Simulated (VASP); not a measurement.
SiO2:

```xyz
6
Lattice="4.1865 0.0000 0.0000 0.0000 4.1865 0.0000 0.0000 0.0000 2.6684" Properties=species:S:1:pos:R:3 pbc="T T T"
Si    0.0000    0.0000    0.0000
Si    2.0932    2.0932    1.3342
O     1.2807    1.2807    0.0000
O     0.8126    3.3739    1.3342
O     2.9058    2.9058    0.0000
O     3.3739    0.8126    1.3342
```

| Item | Value |
| --- | --- |
| Program | VASP 6.6.1 |
| Task | relaxation of cell and atoms |
| Functional | PBE |
| Potentials or basis | VASP PAW PBE potentials, release 64 (Si, O) |
| Cutoff | 600 eV |
| k mesh | 6 × 6 × 8 |
| Occupations | gaussian, width 0.02 eV |
| Spin | no spin polarisation |

At the start: pressure 9.1 GPa; volume 7.79 Å³/atom.

**Question.** Where does the relaxation end?

**Answer.** Over 10 steps the energy falls by 6.5 meV/atom and the volume is 8.04 Å³/atom (+3.1 %); space group P4_2/mnm (No. 136, to 0.05 Å).

The path:
```csv
step,energy change (eV),largest force (eV/Å),pressure (GPa),volume (Å³)
1,0.0000,0.0546,9.09,46.77
2,0.0220,0.3778,-10.02,49.83
3,-0.0367,0.1499,0.05,48.09
4,-0.0367,0.1461,0.22,48.06
5,-0.0386,0.0213,0.17,48.16
6,-0.0386,0.0142,0.16,48.16
7,-0.0389,0.0018,-0.10,48.23
8,-0.0389,0.0024,-0.11,48.23
9,-0.0389,0.0034,0.11,48.20
10,-0.0389,0.0006,0.01,48.21
```

Final structure:
```
CELL_PARAMETERS angstrom
4.23132 0.00000 0.00000
0.00000 4.23132 0.00000
0.00000 0.00000 2.69274
ATOMIC_POSITIONS crystal
Si 0.00000 0.00000 0.00000
Si 0.50000 0.50000 0.50000
O 0.30676 0.30676 0.00000
O 0.19324 0.80676 0.50000
O 0.69324 0.69324 0.00000
O 0.80676 0.19324 0.50000
```
